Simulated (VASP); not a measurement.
Here is the system:

```yaml
crystal:
  lattice:
    - [0.00000, 1.95883, 1.95883]
    - [2.04045, 0.00000, 1.95883]
    - [2.04045, 1.95883, 0.00000]
  atoms:
    - { symbol: Au, position: [0.00000, 0.00000, 0.00000] }
```

Computed with PBEsol GGA, VASP's PBE PAW potentials (set 64) (plane waves; VASP). Run with 480 eV cut-off, 14×14×14 Γ-centred mesh, first-order Methfessel-Paxton smearing of 0.10 eV, potentials Au.

Unless said otherwise, spin-orbit coupling is left out, though it shifts the bands of the heavy elements here.

Problem. What does the run give for the energy per atom (σ→0), pressure, band gap (on the k-mesh) with the smallest direct gap where there is one?

Solution. 
- band gap (on the k-mesh): none (metal, semimetal or under 0.01 eV)
- energy per atom (σ→0): -3.850 eV/atom
- pressure: 18.27 GPa

Total energies compare only between runs with the same potentials, cut-off and functional.

The compound is Au in the fcc structure. This cell was strained or had an atom moved on purpose.
